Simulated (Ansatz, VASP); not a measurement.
**Cross-check of Ba2ClF3 between VASP and Ansatz**

Wanted: the spread between two codes on one cell, functional and k mesh. The cell is taken from a series of runs on this material, whose earlier steps may have relaxed, scaled, displaced or heated it; both programs get it as it stands.

Program: Ansatz 0.2.0. Level of theory: plane waves, with VASP 6.6.1 beside it; dielectric response at LDA. Results are calculated unless marked as measured.

### 1. Set-up

It takes space group P-3m1 (No. 164, trigonal). The conventional cell has a = 4.498 Å, b = 4.498 Å, c = 7.501 Å, α = 90.00°, β = 90.00°, γ = 120.00°. Nearest to Ba lie 7 F at 2.61 to 3.00 Å and 3 Cl at 3.43 Å. Nearest to Cl lie 6 Ba at 3.43 Å. F has 6 F at 2.87 Å and 6 Ba at 3.00 Å nearest. F has 4 Ba at 2.61 to 2.74 Å nearest. Farther neighbours and most contacts between anions are not listed.

### 2. Ansatz: dielectric response, LDA

Ansatz runs on its default PAW (the set named soft_2) files.

The response to a field tests empty states and converges slowly with the mesh.

The input, input.yaml:

```yaml
crystal:
  lattice:
    - [4.4976579259, 0.0, 0.0]
    - [-2.248828963, 3.8950860214, 0.0]
    - [0.0, 0.0, 7.500756]
  atoms:
    - { symbol: Ba, position: [0.66666667, 0.33333333, 0.201239] }
    - { symbol: Ba, position: [0.33333333, 0.66666667, 0.798761] }
    - { symbol: Cl, position: [0.0, 0.0, 0.5] }
    - { symbol: F, position: [0.0, 0.0, 0.0] }
    - { symbol: F, position: [0.66666667, 0.33333333, 0.835733] }
    - { symbol: F, position: [0.33333333, 0.66666667, 0.164267] }
kpoints:
  mp_grid: { grid: [6, 6, 4] }
hamiltonian:
  xc: lda
scf:
  occupations: { method: fixed }
dielectric: {}
```

Command:

```console
$ ansatz run input.yaml --threads 8 --pin off --max-ram 18432MiB --backend cpu --events-out ev --progress --plain --runs-dir out
```

Numbers of over 12 decimals in the logs are rounded to 6 here.

Output:

```text
Engine: ansatz 0.2.0, aarch64-unknown-linux-gnu
Pseudopotentials: kind: paw
Pseudopotential: Ba, paw, valence charge 10, recommended cutoff 420 eV (normal), Ba.paw.azcp
Pseudopotential: Cl, paw, valence charge 7, recommended cutoff 420 eV (normal), Cl.paw.azcp
Pseudopotential: F, paw, valence charge 7, recommended cutoff 420 eV (normal), F.paw.azcp
Functional definition: SPW92
  exchange = slater_x
  correlation = pw_c
Crystal: 6 atoms, lattice volume = 131.404 Å³
Basis set: ecut = 420 eV, 2575 PW (Γ), exchange–correlation on 64×64×108 points (8 copies of the dense FFT grid, shifted against one another)
Bands: 30, of which v1, the nominal top of the filled ones, is band 24 counted from 1 (23 counted from 0)
Symmetry: 12 space group operations
k-points: 47 of 144 (irreducible under 2 space group operations, time reversal used)
Non-local potential: Ba, projectors of the file, l = 0: 3, l = 1: 2, l = 2: 2, l = 3: 2
Non-local potential: Cl, projectors of the file, l = 0: 2, l = 1: 2, l = 2: 2
Non-local potential: F, projectors of the file, l = 0: 2, l = 1: 2, l = 2: 1
PAW form: soft (Blöchl's): semilocal exchange-correlation on the pseudo side does not see the compensation charge
PAW frozen core: Ba, regenerated for the run's functional, and the local potential with it (the file was generated under x = pbe(κ = 0.804, μ = 0.219515), c = pbe(β = 0.066725))
PAW frozen core: Cl, regenerated for the run's functional, and the local potential with it (the file was generated under x = pbe(κ = 0.804, μ = 0.219515), c = pbe(β = 0.066725))
PAW frozen core: F, regenerated for the run's functional, and the local potential with it (the file was generated under x = pbe(κ = 0.804, μ = 0.219515), c = pbe(β = 0.066725))
PAW one-centre angular grid: Ba, 194 points (default); XC on 64 Gauss nodes
PAW one-centre angular grid: Cl, 110 points (default); XC on 64 Gauss nodes
PAW one-centre angular grid: F, 110 points (default); XC on 64 Gauss nodes
Initial density: superposition of atomic densities (neutral atoms: chi_scale 0, normalization atom), corrected by the library's trained network
Initial wavefunctions: pseudopotential atomic-orbital guess
Functional: x = slater, c = lda
SCF iter   1: F=—  HF=-14997.468439 eV  |F-HF|=—  |Δ(HF+E_count)|=         —  Δρ=1.35e-2  dr2=1.84e-1  ethr=1.77e-3  ⟨swp⟩=5.0  Hψ=6018  notcnv=0  defer=139
preconditioner: auto → Resta (q_TF=auto, 2.307 Å⁻¹)  ε∞=3.5  [insulator: Δε(μ)=5.241 eV  Ē_g=13.711 eV  n_scr=22 (ndim 8)  ℏωp=21.5 eV  f_vac=0.049  ε∞_Penn≈3.5]
SCF iter   2: F=—  HF=-14997.419044 eV  |F-HF|=—  |Δ(HF+E_count)|=   4.94e-2  Δρ=4.56e-3  dr2=1.30e-2  ethr=3.83e-4  ⟨swp⟩=2.3  Hψ=2945  notcnv=0  defer=184
SCF iter   3: F=—  HF=-14997.415930 eV  |F-HF|=—  |Δ(HF+E_count)|=   3.11e-3  Δρ=1.72e-3  dr2=3.13e-3  ethr=2.71e-5  ⟨swp⟩=2.4  Hψ=2400  notcnv=0  defer=188
SCF iter   4: F=—  HF=-14997.415234 eV  |F-HF|=—  |Δ(HF+E_count)|=   6.96e-4  Δρ=5.71e-4  dr2=4.07e-4  ethr=6.51e-6  ⟨swp⟩=2.7  Hψ=1815  notcnv=0  defer=188
SCF iter   5: F=—  HF=-14997.415153 eV  |F-HF|=—  |Δ(HF+E_count)|=   8.05e-5  Δρ=2.38e-4  dr2=5.17e-5  ethr=8.47e-7  ⟨swp⟩=2.0  Hψ=2291  notcnv=0  defer=186
SCF iter   6: F=—  HF=-14997.415146 eV  |F-HF|=—  |Δ(HF+E_count)|=   6.70e-6  Δρ=5.09e-5  dr2=3.33e-6  ethr=1.08e-7  ⟨swp⟩=2.0  Hψ=2367  notcnv=0  defer=95
SCF iter   7: F=—  HF=-14997.415146 eV  |F-HF|=—  |Δ(HF+E_count)|=   2.27e-7  Δρ=1.34e-5  dr2=1.84e-7  ethr=6.93e-9  ⟨swp⟩=2.4  Hψ=2367  notcnv=0  defer=62
SCF iter   8: F=—  HF=-14997.415146 eV  |F-HF|=—  |Δ(HF+E_count)|=   1.30e-8  Δρ=2.45e-6  dr2=7.65e-9  ethr=3.84e-10  ⟨swp⟩=2.0  Hψ=2388  notcnv=0  defer=62
SCF iter   9: F=—  HF=-14997.415146 eV  |F-HF|=—  |Δ(HF+E_count)|=  9.08e-10  Δρ=2.37e-7  dr2=1.18e-10  ethr=1.59e-11  ⟨swp⟩=2.0  Hψ=2072  notcnv=0  defer=62
SCF iter  10: F=-14997.415146 eV  HF=-14997.415146 eV  |F-HF|=1.82e-12  |Δ(HF+E_count)|=  1.46e-11  Δρ=4.72e-8  dr2=5.79e-12  ethr=1.00e-12  ⟨swp⟩=10.5  Hψ=6369  notcnv=0
SCF 1 converged in 10 iterations: F = -14997.415146 eV  dr2 = 5.79e-12
  greatest PAW one-centre occupation: 0.955 electrons in one spin orbital (limit 2), on the Ba atom at site 1 (counted from 0), in its partial waves of l = 0
DFPT response loops at Γ: preconditioner auto → Resta (q_TF=auto, 2.307 Å⁻¹)  ε∞=3.3 (no band partly filled); β = 1.00, the filter's whole step (`scf.mixing.beta` (0.50) is not read by the response loops at its default; to damp them type it under 1.00, their step now; it binds the ground state too); Broyden in place of MSR1
SCF converged after 10 iterations
Free energy (F): -14997.415146 eV
Harris-Foulkes:  -14997.415146 eV  (|F-HF|=1.82e-12)
Internal energy: -14997.415146 eV  (E = F + TS)
E sigma→0 (E₀):  -14997.415146 eV
Fermi energy:    3.564035 eV
--- Per-component energies (eV) ---
  E_band       = -200.909426
  E_kinetic    = 1111.512862
  E_local      = -3046.019940  (includes V_loc(G=0)·N_el)
  E_nonlocal   = 376.408797
  E_hartree    = 1165.193219
  E_xc         = -674.992008
  E_vxc        = -697.734718  (∫ρ·V_xc dr)
  E_paw        = -11302.135657  (= ΣΔE_a)
  E_vpaw       = -275.468987  (= ΣTr[D̂ρ^β])
  E_aug_tail   = 0.006161  (compensation charges beyond the density's cutoff)
  E_ewald      = -2628.483858
  E_core_change = 1.095278  (= ΣΔE_core)
  E_smearing   = -0.000000  (= −TS)
  E_closure    = 0.000000  (closes the sum)
  Σ components = -14997.415146   (vs F -14997.415146, Δ=0.00e0)
--- Band table (eV; the first three rows and the last of 47) ---
  k-point 0: bands = [... 20 lower, 3.1357, 3.5383, 3.5383, 3.5640, 8.9764, 10.4580, 10.6378, 10.6378, ... 2 higher]
  k-point 1: bands = [... 20 lower, 3.1957, 3.3617, 3.5024, 3.5024, 9.3023, 10.6463, 10.8643, 10.8643, ... 2 higher]
  k-point 2: bands = [... 20 lower, 3.2757, 3.2757, 3.4461, 3.4461, 9.7139, 11.0327, 11.3656, 11.4280, ... 2 higher]
  k-point 46: bands = [... 20 lower, 3.1110, 3.1696, 3.2210, 3.2567, 10.3632, 10.6818, 11.1951, 11.3418, ... 2 higher]
--- Dielectric response (ions clamped): 2 representative field directions + reference, on 47 of 144 k-points (Σ response iterations 17) ---
  k mesh reduced under 2 symmetry operations, with k and −k counted as one. Each operation leaves every solved perturbation unchanged. A smaller set is not considered because the run solves the response to a homogeneous field
  ε∞ (high-frequency dielectric tensor):
        2.782884    -0.000000     0.000000
       -0.000000     2.782884     0.000000
        0.000000     0.000000     2.728114
  Born effective charges Z* (e; rows j = field, columns β = displacement):
    site 0:
         2.78469    0.00000    0.00000
        -0.00000    2.78469    0.00000
         0.00000    0.00000    2.41510
    site 1:
         2.78469    0.00000    0.00000
        -0.00000    2.78469    0.00000
         0.00000    0.00000    2.41510
    site 2:
        -1.19951   -0.00000   -0.00000
         0.00000   -1.19951   -0.00000
        -0.00000   -0.00000   -1.29876
    site 3:
        -1.38624   -0.00000   -0.00000
         0.00000   -1.38624   -0.00000
        -0.00000   -0.00000   -1.23294
    site 4:
        -1.49182   -0.00000   -0.00000
        -0.00000   -1.49182   -0.00000
        -0.00000   -0.00000   -1.14925
    site 5:
        -1.49182   -0.00000   -0.00000
        -0.00000   -1.49182   -0.00000
        -0.00000   -0.00000   -1.14925
  Z* charge neutrality: 2.190e-6 e pre-enforcement
  k-mesh period / interband length: 27.0 Å / 1.15 Å = 23.52 at k = (0.0000, 0.0000, 0.0000), direct gap 5.412 eV — 14 or more, which is no proof of convergence
```

(Part 1 of 2 ends here.)

[Lines on the potential files, build, host, timing and source positions are cut from VASP's logs without a mark.]

[Logs are printed without paths, hosts, clocks, repeated set-up lines and the standing remarks that a program may print on its own settings, such as how far it seeks lower states.]

[Hosts, paths, dates, database ids (printed as entryN), source tags and the programs' standing remarks are cut or masked in the printed files.]
